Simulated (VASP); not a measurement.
# ReS (F-43m) in VASP: a series of runs, part 2 of 2

VASP 6.6.1. Earlier steps stand in the parts before.

## (4) Single point, PBEsol, collinear spin, typed start (atom 2 (S) moved 0.05 Å along y)

Contents of INCAR:

```
  PREC = Accurate
  ENCUT = 520
  EDIFF = 1E-7
  ISMEAR = 0
  SIGMA = 0.05
  LREAL = F
  LASPH = T
  NELM = 150
  ALGO = Normal
  ISIF = 2
  LWAVE = F
  LCHARG = T
  ISPIN = 2
  MAGMOM = 0.05 0
  LORBIT = 11
  LMAXMIX = 4
  GGA = PS
  LELF = T
  LVHAR = T
  NBANDS = 18
```

Contents of KPOINTS:

```
Automatic mesh
0
Gamma
  10 10 10
```

Contents of POSCAR:

```
ReS
1.0
    0.0000000000      2.5914766101      2.5914766101
    2.5914766101      0.0000000000      2.5914766101
    2.5914766101      2.5914766101      0.0000000000
Re S
1 1
Direct
    0.0000000000      0.0000000000      0.0000000000
    0.2596470097      0.2403529903      0.2596470097
```

Started as:

```sh
$ cat potpaw_PBE.64/Re/POTCAR potpaw_PBE.64/S/POTCAR > POTCAR
$ mpirun -np 1 vasp_std > vasp.out
```

Run time: 2.7 min. Hardware: 1 thread of Intel Xeon Platinum 8488C (Sapphire Rapids), shared host; peak memory 0.29 GiB.

The run converged. Its results:

```yaml
Free_energy: -17.0672 eV
Pressure: 2.3 GPa
Largest_force: 0.945 eV/Å
Band_gap_on_the_k_mesh: none (metal or under the smearing width)
Net_moment: 0.00 μB per cell
Valence_electrons_inside_the_program's_atomic_spheres: Re 6.29; S 3.68
```

Forces on the atoms (eV/Å):
```
Re   0.000  0.945  0.000
S    0.000 -0.945  0.000
```

Stress tensor (GPa, compression positive):
```
 2.30  0.00 -5.07
 0.00  2.23  0.00
-5.07  0.00  2.30
```

Levels at points of the mesh, in eV from the Fermi level:
Spin up:
```
           k point  band 4  band 5  band 6  band 7  band 8  band 9
(0.00, 0.00, 0.00)   -6.28   -1.21   -1.19    1.28    4.63    4.98
(0.50, 0.00, 0.00)   -5.76   -0.85   -0.68   -0.59    2.15    2.31
(0.00, 0.50, 0.00)   -5.94   -0.71   -0.58   -0.41    2.51    2.63
(0.50, 0.50, 0.00)   -4.81   -2.50   -0.78    0.18    0.60    0.63
(0.50, 0.00, 0.50)   -4.68   -2.51   -0.78    0.19    0.50    0.72
```
Spin down:
```csv
k point,band 3,band 4,band 5,band 6,band 7,band 8,band 9,band 10
"(0.00, 0.00, 0.00)",-6.40,-6.28,-1.21,-1.19,1.28,4.63,4.98,5.27
"(0.50, 0.00, 0.00)",-5.81,-5.76,-0.85,-0.68,-0.59,2.15,2.31,3.95
"(0.00, 0.50, 0.00)",-5.98,-5.94,-0.71,-0.58,-0.41,2.51,2.63,3.84
"(0.50, 0.50, 0.00)",-4.83,-4.81,-2.50,-0.78,0.18,0.60,0.63,8.03
"(0.50, 0.00, 0.50)",-4.94,-4.68,-2.51,-0.78,0.19,0.50,0.72,8.04
```

Caveat: the PAW data sets were made with another functional, which shifts forces and pressure a little.

## (5) Single point, PBEsol, collinear spin, typed start

This run uses another cell than the first one, of 17.75 Å³/atom, 1.020 times its volume.

Contents of INCAR:

```
ALGO = Normal ; EDIFF = 1E-6
ENCUT = 520 ; GGA = PS
ISIF = 2 ; ISMEAR = 0
ISPIN = 2 ; LASPH = True
LCHARG = False ; LMAXMIX = 4
LORBIT = 11 ; LREAL = False
LWAVE = False ; MAGMOM = 0.05 0
NBANDS = 18 ; NELM = 150
PREC = Accurate ; SIGMA = 0.05
```

Contents of KPOINTS:

```
k-points
0
Gamma
  10 10 10
```

Contents of POSCAR:

```
ReS
1.0
    0.0000000000      2.6086392070      2.6086392070
    2.6086392070      0.0000000000      2.6086392070
    2.6086392070      2.6086392070      0.0000000000
Re S
1 1
Direct
    0.0000000000      0.0000000000      0.0000000000
    0.2500000000      0.2500000000      0.2500000000
```

Potentials or basis: VASP PAW PBE potentials, release 64 (Re, S).

Started as:

```sh
$ cat potpaw_PBE.64/Re/POTCAR potpaw_PBE.64/S/POTCAR > POTCAR
$ mpirun -np 1 vasp_std > vasp.out
```

OUTCAR:

```text
EDIFF = 1E-6
   ENCUT = 520
   GGA = PS
   ISIF = 2
   ISMEAR = 0
   ISPIN = 2
   LASPH = True
   LORBIT = 11
   LREAL = False
   NELM = 150
   PREC = Accurate

 ion  position               nearest neighbor table
   1  0.000  0.000  0.000-   2 2.26   2 2.26   2 2.26   2 2.26
   2  0.250  0.250  0.250-   1 2.26   1 2.26   1 2.26   1 2.26

  LATTYP: Found a face centered cubic cell.
 ALAT       =     5.2172784140

  Lattice vectors:

 A1 = (   0.0000000000,   2.6086392070,   2.6086392070)
 A2 = (   2.6086392070,   0.0000000000,   2.6086392070)
 A3 = (   2.6086392070,   2.6086392070,   0.0000000000)

Analysis of symmetry for initial positions (statically):
=====================================================================
 Subroutine PRICEL returns:
 Original cell was already a primitive cell.

 Routine SETGRP: Setting up the symmetry group for a
 face centered cubic supercell.

 Subroutine GETGRP returns: Found 24 space group operations
 (whereof 24 operations were pure point group operations)
 out of a pool of 48 trial point group operations.

The static configuration has the point symmetry T_d .

Analysis of symmetry for dynamics (positions and initial velocities):
=====================================================================
 Subroutine PRICEL returns:
 Original cell was already a primitive cell.

 Routine SETGRP: Setting up the symmetry group for a
 face centered cubic supercell.

 Subroutine GETGRP returns: Found 24 space group operations
 (whereof 24 operations were pure point group operations)
 out of a pool of 48 trial point group operations.

The dynamic configuration has the point symmetry T_d .

Analysis of structural, dynamic, and magnetic symmetry:
=====================================================================
 Subroutine PRICEL returns:
 Original cell was already a primitive cell.

 Routine SETGRP: Setting up the symmetry group for a
 face centered cubic supercell.

 Subroutine GETGRP returns: Found 24 space group operations
[... 146 lines left out ...]
  ext. energy  EPLUGINS =         0.00000000
  ---------------------------------------------------
  free energy    TOTEN  =       -17.09116316 eV

  energy without entropy =      -17.08699270  energy(sigma->0) =      -17.08907793

 E-fermi :   6.3369     XC(G=0): -11.3855

 val. band max:        6.3329357631   @ k =  -0.3000   0.3000   0.1000
 cond. band min:       6.3375805419   @ k =  -0.3000   0.2000   0.0000
 fundamental gap:      0.0046447787
 Fermi energy:         6.3369345313

 spin component 1

 k-point     1 :       0.0000    0.0000    0.0000
  band No.  band energies     occupation
      1      -9.5066      1.00000
      2       0.0436      1.00000
      3       0.0436      1.00000
      4       0.0436      1.00000
      5       5.1651      1.00000
      6       5.1651      1.00000
[... 493 lines left out ...]
     17      24.0874      0.00000
     18      24.5195      0.00000

 [... further k-points ...]

 spin component 2

 k-point     1 :       0.0000    0.0000    0.0000
  band No.  band energies     occupation
      1      -9.5006      1.00000
      2       0.0533      1.00000
      3       0.0533      1.00000
      4       0.0533      1.00000
      5       5.1957      1.00000
      6       5.1957      1.00000
[... 493 lines left out ...]
     17      24.0970      0.00000
     18      24.5294      0.00000

 [... further k-points ...]

------------------------ aborting loop because EDIFF is reached ----------------------------------------

  FORCE on cell =-STRESS in cart. coord.  units (eV):
  Direction    XX          YY          ZZ          XY          YZ          ZX
  --------------------------------------------------------------------------------------
  -------------------------------------------------------------------------------------
  Total       -0.4237429     -0.4237429     -0.4237429      0.0000000      0.0000000      0.0000000
  in kB      -19.1223360    -19.1223360    -19.1223360      0.0000000      0.0000000      0.0000000
  external PRESSURE =     -19.1223360 kB  Pullay stress =       0.0000000 kB

 VOLUME and BASIS-vectors are now :
 -----------------------------------------------------------------------------
  energy-cutoff  :      520.00
  volume of cell :       35.50
      direct lattice vectors                 reciprocal lattice vectors
     0.000000000  2.608639207  2.608639207    -0.191670814  0.191670814  0.191670814
     2.608639207  0.000000000  2.608639207     0.191670814 -0.191670814  0.191670814
     2.608639207  2.608639207  0.000000000     0.191670814  0.191670814 -0.191670814

 POSITION                                       TOTAL-FORCE (eV/Angst)
 -----------------------------------------------------------------------------------
      0.00000      0.00000      0.00000         0.000000      0.000000      0.000000
      1.30432      1.30432      1.30432        -0.000000     -0.000000     -0.000000
 -----------------------------------------------------------------------------------
    total drift:                                0.000000      0.000000      0.000000

  FREE ENERGIE OF THE ION-ELECTRON SYSTEM (eV)
  ---------------------------------------------------
  free  energy   TOTEN  =       -17.0911631580 eV

  energy  without entropy=      -17.0869926985  energy(sigma->0) =      -17.08907793

 total charge

# of ion       s       p       d       tot
------------------------------------------
    1        0.544   0.479   5.193   6.216
    2        1.294   2.370   0.000   3.664
--------------------------------------------------
tot          1.837   2.849   5.193   9.880

 magnetization (x)

# of ion       s       p       d       tot
------------------------------------------
    1        0.002   0.002   0.036   0.040
    2       -0.000   0.001   0.000   0.000
--------------------------------------------------
tot          0.002   0.003   0.036   0.040
```

OSZICAR:

```text
N       E                     dE             d eps       ncg     rms          rms(c)
DAV:   1     0.427528265201E+02    0.42753E+02   -0.56444E+03  5300   0.721E+02
DAV:   2    -0.155242586613E+02   -0.58277E+02   -0.53020E+02  5546   0.218E+02
DAV:   3    -0.176282747653E+02   -0.21040E+01   -0.20819E+01  5678   0.458E+01
DAV:   4    -0.176406213823E+02   -0.12347E-01   -0.12329E-01  5336   0.229E+00
DAV:   5    -0.176409282109E+02   -0.30683E-03   -0.30676E-03  5176   0.311E-01    0.322E+01
DAV:   6    -0.171628295374E+02    0.47810E+00   -0.89704E-01  5696   0.198E+01    0.135E+01
DAV:   7    -0.171038940422E+02    0.58935E-01   -0.68701E-02  5344   0.371E+00    0.663E+00
DAV:   8    -0.170911195006E+02    0.12775E-01   -0.13267E-02  5272   0.121E+00    0.643E-01
DAV:   9    -0.170911151559E+02    0.43447E-05   -0.54843E-04  5344   0.182E-01    0.452E-01
DAV:  10    -0.170911661968E+02   -0.51041E-04   -0.48666E-05  5272   0.105E-01    0.156E-01
DAV:  11    -0.170911635350E+02    0.26617E-05   -0.17187E-06  4120   0.253E-02    0.288E-02
DAV:  12    -0.170911631580E+02    0.37698E-06   -0.12392E-06  3334   0.171E-02
   1 F= -.17091163E+02 E0= -.17089078E+02  d E =-.417046E-02  mag=     0.0478
```

stdout:

```text
POSCAR found type information on POSCAR ReS
 POSCAR found :  2 types and       2 ions
 scaLAPACK will be used
 -----------------------------------------------------------------------------
|                                                                             |
|                                                                             |
|     You enforced a specific xc type in the INCAR file but a different       |
|     I HOPE YOU KNOW WHAT YOU ARE DOING!                                     |
|                                                                             |
 -----------------------------------------------------------------------------

 LDA part: xc-table for (Slater+PW92), standard interpolation
 POSCAR, INCAR and KPOINTS ok, starting setup
 FFT: planning ... GRIDC
 FFT: planning ... GRID_SOFT
 FFT: planning ... GRID
 WAVECAR not read
 entering main loop
```

Wall time 43 s (1 thread of Intel Xeon Platinum 8488C (Sapphire Rapids), shared host); peak memory 0.2 GiB.

Results:

* Free energy: -17.0912 eV
* Pressure: -1.9 GPa
* Band gap on the k mesh: none (metal or under the smearing width)
* Net moment: 0.04 μB per cell
* Site moments: Re +0.04; S +0.00 μB
* Valence electrons inside the program's atomic spheres: Re 6.22; S 3.66

Levels at points of the mesh, in eV from the Fermi level:
Spin up:
```tsv
k point	band 4	band 5	band 6	band 7	band 8	band 9
(0.00, 0.00, 0.00)	-6.29	-1.17	-1.17	1.22	4.84	4.84
(0.50, 0.00, 0.00)	-5.79	-0.64	-0.64	-0.61	2.34	2.34
(0.50, 0.50, 0.00)	-4.78	-2.43	-0.80	0.18	0.59	0.59
```
Spin down:
| k point | band 4 | band 5 | band 6 | band 7 | band 8 | band 9 |
| --- | --- | --- | --- | --- | --- | --- |
| (0.00, 0.00, 0.00) | -6.28 | -1.14 | -1.14 | 1.23 | 4.85 | 4.85 |
| (0.50, 0.00, 0.00) | -5.78 | -0.61 | -0.61 | -0.60 | 2.36 | 2.36 |
| (0.50, 0.50, 0.00) | -4.77 | -2.41 | -0.78 | 0.21 | 0.61 | 0.61 |

Caveat: the PAW data sets were made with another functional, which shifts forces and pressure a little. The run has no spin-orbit coupling, so splittings on Re are missing.

## (6) Summary

| cell | gap on the mesh (eV) | pressure (GPa) | moment (μB) |
| --- | --- | --- | --- |
| F-43m, 17.4 Å³/atom | none | 2.0 | 0.04 |
| F-43m, 19.51 Å³/atom | none | -16.1 | 0.17 |
| atom 2 (S) moved 0.05 Å along y | none | 2.3 | 0.00 |
| F-43m, 17.75 Å³/atom | none | -1.9 | 0.04 |

Alike in all rows: task single point; level PBEsol; potentials or basis VASP PAW PBE potentials, release 64 (Re, S); spin collinear, typed start; k mesh 10 × 10 × 10; cutoff (eV) 520; smearing gaussian 0.05 eV.

Every run on the cell as given and a fine mesh finds a metal.

Caveats: the PAW data sets were made with another functional, which shifts forces and pressure a little (some runs); so large a pressure means that the cell lies far from this level's equilibrium, or that cutoff or potentials fall short (some runs); the potentials were made for another functional, which shifts forces and pressure (some runs).

Absolute energies hang on the potentials; compare differences alone.
